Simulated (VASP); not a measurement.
Output of a VASP run:

File OSZICAR:
```
...
       N       E                     dE             d eps       ncg     rms          rms(c)
DAV:   1    -0.391779965237E+02   -0.36331E-02   -0.11975E-01   865   0.183E+00    0.412E-01
DAV:   2    -0.391757195116E+02    0.22770E-02   -0.10042E-02  1030   0.631E-01    0.177E-01
DAV:   3    -0.391752995783E+02    0.41993E-03   -0.16018E-03  1001   0.197E-01    0.672E-02
DAV:   4    -0.391752636205E+02    0.35958E-04   -0.53539E-05  1129   0.457E-02    0.424E-02
DAV:   5    -0.391752465705E+02    0.17050E-04   -0.38107E-05   993   0.291E-02    0.203E-02
DAV:   6    -0.391752475219E+02   -0.95139E-06   -0.24697E-06   934   0.939E-03
  10 F= -.39175248E+02 E0= -.39175248E+02  d E =-.884377E-03
       N       E                     dE             d eps       ncg     rms          rms(c)
DAV:   1    -0.391755261281E+02   -0.27956E-03   -0.72543E-03   855   0.448E-01    0.994E-02
DAV:   2    -0.391753906899E+02    0.13544E-03   -0.60329E-04  1020   0.155E-01    0.433E-02
DAV:   3    -0.391753644296E+02    0.26260E-04   -0.95132E-05  1011   0.481E-02    0.164E-02
DAV:   4    -0.391753604378E+02    0.39919E-05   -0.30147E-06   918   0.112E-02    0.103E-02
DAV:   5    -0.391753575630E+02    0.28748E-05   -0.24778E-06   901   0.769E-03    0.525E-03
DAV:   6    -0.391753571258E+02    0.43718E-06   -0.16003E-07   490   0.278E-03
  11 F= -.39175357E+02 E0= -.39175357E+02  d E =-.993981E-03
       N       E                     dE             d eps       ncg     rms          rms(c)
DAV:   1    -0.391754866038E+02   -0.12904E-03   -0.91631E-03   855   0.504E-01    0.773E-02
DAV:   2    -0.391754956623E+02   -0.90585E-05   -0.58798E-04  1040   0.147E-01    0.313E-02
DAV:   3    -0.391754860444E+02    0.96179E-05   -0.22975E-05  1075   0.324E-02    0.206E-02
DAV:   4    -0.391754814397E+02    0.46047E-05   -0.68196E-06  1035   0.154E-02    0.101E-02
DAV:   5    -0.391754805353E+02    0.90436E-06   -0.12696E-06   685   0.732E-03
  12 F= -.39175481E+02 E0= -.39175481E+02  d E =-.123410E-03
       N       E                     dE             d eps       ncg     rms          rms(c)
DAV:   1    -0.391754831751E+02   -0.17354E-05   -0.76758E-04   890   0.146E-01    0.225E-02
DAV:   2    -0.391754837499E+02   -0.57481E-06   -0.49411E-05  1040   0.424E-02    0.847E-03
DAV:   3    -0.391754828069E+02    0.94300E-06   -0.17135E-06   698   0.953E-03
  13 F= -.39175483E+02 E0= -.39175483E+02  d E =-.125681E-03
       N       E                     dE             d eps       ncg     rms          rms(c)
DAV:   1    -0.391755202788E+02   -0.36529E-04   -0.28889E-03   840   0.284E-01    0.366E-02
DAV:   2    -0.391755258065E+02   -0.55277E-05   -0.17445E-04  1040   0.787E-02    0.151E-02
DAV:   3    -0.391755232182E+02    0.25883E-05   -0.50720E-06  1008   0.158E-02    0.105E-02
DAV:   4    -0.391755217914E+02    0.14268E-05   -0.19012E-06   693   0.857E-03    0.533E-03
DAV:   5    -0.391755213695E+02    0.42191E-06   -0.10033E-06   610   0.614E-03
  14 F= -.39175521E+02 E0= -.39175521E+02  d E =-.385626E-04
       N       E                     dE             d eps       ncg     rms          rms(c)
DAV:   1    -0.391755244692E+02   -0.26777E-05   -0.55011E-04   840   0.125E-01    0.163E-02
DAV:   2    -0.391755252621E+02   -0.79294E-06   -0.33525E-05  1040   0.350E-02    0.659E-03
DAV:   3    -0.391755246744E+02    0.58774E-06   -0.87137E-07   655   0.718E-03
  15 F= -.39175525E+02 E0= -.39175525E+02  d E =-.418675E-04
```

### OUTCAR
```
------------------------ aborting loop because EDIFF is reached ----------------------------------------
  FORCE on cell =-STRESS in cart. coord.  units (eV):
  Direction    XX          YY          ZZ          XY          YZ          ZX
  --------------------------------------------------------------------------------------
  Total       -0.0250528     -0.0250528     -0.0250528     -0.0014151      0.0014151      0.0014151
  in kB       -0.3119895     -0.3119895     -0.3119895     -0.0176227      0.0176227      0.0176227
  external PRESSURE =      -0.3119895 kB  Pullay stress =       0.0000000 kB
  volume of cell :      128.66
      direct lattice vectors                 reciprocal lattice vectors
     0.000000000  2.524907460  2.524907460    -0.198087800  0.197966319  0.198087800
     2.524907460  0.000000000  2.524907460     0.197966319 -0.198087800  0.198087800
    10.093439818 10.093439818  0.006190022     0.049552321  0.049552321 -0.049552321
 POSITION                                       TOTAL-FORCE (eV/Angst)
 -----------------------------------------------------------------------------------
      9.93189      9.93189      0.16774         0.002747      0.002747     -0.002747
      5.19792      5.19792      4.90171         0.000078      0.000078     -0.000078
      7.61801      7.61801      5.00653         0.004480      0.004480     -0.004480
      7.52374      7.52374      0.05098        -0.002254     -0.002254      0.002254
      1.27114      1.27114      1.25376        -0.002934     -0.002934      0.002934
      3.88021      3.88021      1.16960        -0.001607     -0.001607      0.001607
      6.31051      6.31051      1.26421         0.003166      0.003166     -0.003166
      8.73841      8.73841      1.36122        -0.003676     -0.003676      0.003676
 -----------------------------------------------------------------------------------
    total drift:                               -0.000251     -0.000251      0.000252
  FREE ENERGIE OF THE ION-ELECTRON SYSTEM (eV)
  ---------------------------------------------------
  free  energy   TOTEN  =       -39.1755246744 eV

  energy  without entropy=      -39.1755246744  energy(sigma->0) =      -39.17552467

 reached required accuracy - stopping structural energy minimisation
```
(Selected blocks of OUTCAR.)

**POSCAR**
```
Be4S3Te
1
    0.0000000000     2.5300000000     2.5300000000
    2.5300000000     0.0000000000     2.5300000000
   10.1200000000    10.1200000000     0.0000000000
Be Te S
4 1 3
Direct
  0.0000000000   0.0000000000   0.0000000000
  0.0000000000   0.0000000000   0.2500000000
  0.0000000000   0.0000000000   0.5000000000
  1.0000000000   0.0000000000   0.7500000000
  0.2500000000   0.2500000000   0.0625000000
  0.2500000000   0.2500000000   0.3125000000
  0.2500000000   0.2500000000   0.5625000000
  0.2500000000   0.2500000000   0.8125000000
```

Task: Write an INCAR and KPOINTS that could have produced this output.

Result: Several could match; the one computed here: the input of the run itself, PBEsol GGA, plane waves, VASP's PBE PAW potentials (set 64).

KPOINTS:
```
Automatic mesh
0
Gamma
8 8 2
0 0 0
```

### INCAR
```
ALGO = Normal   # blocked Davidson
IBRION = 2   # conjugate gradients
EDIFFG = -0.01
LREAL = .FALSE.
LMAXMIX = 4
PREC = Accurate
LWAVE = .FALSE.
NSW = 60
ISMEAR = 0
LASPH = .TRUE.   # aspherical one-centre terms
EDIFF = 1E-6   # SCF stop (eV)
SIGMA = 0.05   # width (eV)
ISIF = 3
LCHARG = .FALSE.
GGA = PS   # PBEsol
SYSTEM = Be4S3Te
NELM = 100   # most electronic steps
ENCUT = 400
```

POTCAR, in this order: Be Te S (PBE.64 set). Program: vasp_std.

The structure was generated: Be4S3Te was put into an ordered model structure (R3m), which need not be its known phase. This run relaxes it. Symmetry was kept, so distortions that lower it aren't found.
